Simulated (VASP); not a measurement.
Given:

```
CELL_PARAMETERS angstrom
      1.70250    -2.94882     0.00000
      1.70250     2.94882     0.00000
      0.00000     0.00000    13.57270
ATOMIC_POSITIONS crystal
  W  0.33333 0.66667 0.25000
  W  0.66667 0.33333 0.75000
  Se 0.33333 0.66667 0.87417
  Se 0.66667 0.33333 0.37417
  Se 0.66667 0.33333 0.12583
  Se 0.33333 0.66667 0.62583
```

These are vdW-DF2, VASP's PBE PAW potentials (set 64) (plane waves; VASP) values and carry that method's errors. Settings: 520 eV cut-off, 7×7×2 Γ-centred mesh, Gaussian smearing of 0.050 eV, potentials W_sv Se.

**Question.** The ions and cell shape at fixed volume are relaxed. Which structure does the run end with?

**Answer.** 
```
CELL_PARAMETERS angstrom
      1.71265    -2.96639     0.00000
      1.71265     2.96639     0.00000
      0.00000     0.00000    13.41239
ATOMIC_POSITIONS crystal
  W  0.33333 0.66667 0.25000
  W  0.66667 0.33333 0.75000
  Se 0.33333 0.66667 0.87702
  Se 0.66667 0.33333 0.37702
  Se 0.66667 0.33333 0.12298
  Se 0.33333 0.66667 0.62298
```
Space group P6_3/mmc (194), at a tolerance of 0.03 Å.

**Question.** How much energy does the relaxation gain?

**Answer.** The energy (σ→0) changes by -5.1 meV/atom, in 5 ionic steps.

```csv
step,E(σ→0) (eV),max force (eV/Å),pressure (GPa),volume (Å³)
1,-25.9932,0.434,3.49,136.28
2,-26.0129,0.062,2.05,136.28
3,-26.0129,0.039,1.96,136.28
4,-26.0206,0.024,1.60,136.28
5,-26.0238,0.005,1.19,136.28
```

The compound is WSe2 in the 2H layered structure. This cell is one point of a volume scan, at 0.97 of the reference volume. Symmetry was kept, so distortions that lower it aren't found.
